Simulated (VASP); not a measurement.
Given:

```yaml
crystal:
  lattice:
    - [0.00000, 3.55427, 3.55427]
    - [3.55427, 0.00000, 3.55427]
    - [3.55427, 3.55427, 0.00000]
  atoms:
    - { symbol: Sr, position: [0.00000, 0.00000, 0.00000] }
    - { symbol: Cl, position: [0.25000, 0.25000, 0.25000] }
    - { symbol: Cl, position: [0.75000, 0.75000, 0.75000] }
```

These are optB88-vdW, VASP's PBE PAW potentials (set 64) (plane waves; VASP 6.6.1) values and carry that method's errors. Run with 520 eV cut-off, 6×6×6 Γ-centred mesh, Gaussian smearing of 0.050 eV, potentials Sr_sv Cl.

Question: Give the stress tensor in GPa (positive for a compressed cell).

Answer: 
```
-2.00   0.00   0.00
 0.00  -2.00   0.00
 0.00   0.00  -2.00
```
The pressure is its mean diagonal, -2.00 GPa.

The compound is SrCl2 in the fluorite structure. This cell is one point of a volume scan, at 1.06 of the reference volume.
